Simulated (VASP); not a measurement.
An input for Ansatz (written as the equivalent of a VASP run, and not itself run):

Ansatz 0.2 input:
```yaml
crystal:
  lattice:
    - [3.3195420, 0.0000000, 0.0000000]
    - [0.0000000, 5.7011499, 0.0000000]
    - [0.0000000, 0.0000000, 3.8137393]
  atoms:
    - { symbol: Sn, position: [0.0000000, 0.2356434, 0.5317367] }
    - { symbol: Sn, position: [0.5000000, 0.7643566, 0.0317367] }
    - { symbol: O, position: [0.0000000, 0.8820133, 0.7182633] }
    - { symbol: O, position: [0.5000000, 0.1179867, 0.2182633] }
kpoints:
  mp_grid: { grid: [8, 5, 7] }
hamiltonian:
  xc: pbesol
  pseudopotentials: { kind: paw }
scf:
  occupations: { method: tetrahedron }
  max_iter: 100
output: { forces: true, stress: true, eigenvalues: true }
```

Q: Write the VASP files for the same calculation (PBEsol).

A: One answer among several that fit: 
**INCAR**
```
NELM=100   ! most electronic steps
ISIF=2   ! forces and stress, cell fixed
LASPH=T   ! aspherical one-centre terms
LWAVE=F
SYSTEM=SnO
ALGO=Normal   ! blocked Davidson
ISMEAR=-5   ! tetrahedra, Bloechl
LEFG=T
LCHARG=T
ENCUT=520   ! plane-wave cut-off (eV)
GGA=PS
EDIFF=1E-7
LREAL=F   ! projection in real space or not
NEDOS=601   ! DOS grid
LMAXMIX=4
PREC=Accurate
LORBIT=11   ! lm-projected
```

File POSCAR:
```
SnO
1
    3.3195419886     0.0000000000     0.0000000000
    0.0000000000     5.7011499014     0.0000000000
    0.0000000000     0.0000000000     3.8137393448
Sn O
2 2
Direct
  0.0000000000   0.2356434178   0.5317366640
  0.5000000000   0.7643565822   0.0317366640
  0.0000000000   0.8820132740   0.7182633360
  0.5000000000   0.1179867260   0.2182633360
```

KPOINTS:
```
Automatic mesh
0
Gamma
8 5 7
0 0 0
```

POTCAR, in this order: Sn_d O (PBE.64 set). Program: vasp_std.

What does not carry over: each code has its own PAW files, so the cut-off isn't converted (ENCUT is set for VASP's; basis.ecutwfc is left out, and Ansatz then takes the one that its files recommend); Ansatz stops its SCF on the density residual and VASP on the energy change (EDIFF); the field gradients of LEFG aren't asked of the other code.

The structure comes from a computed database's SnO entry (Pmn2_1); how it stands against other phases isn't given here. It was relaxed first, which changed the volume by -10 %.
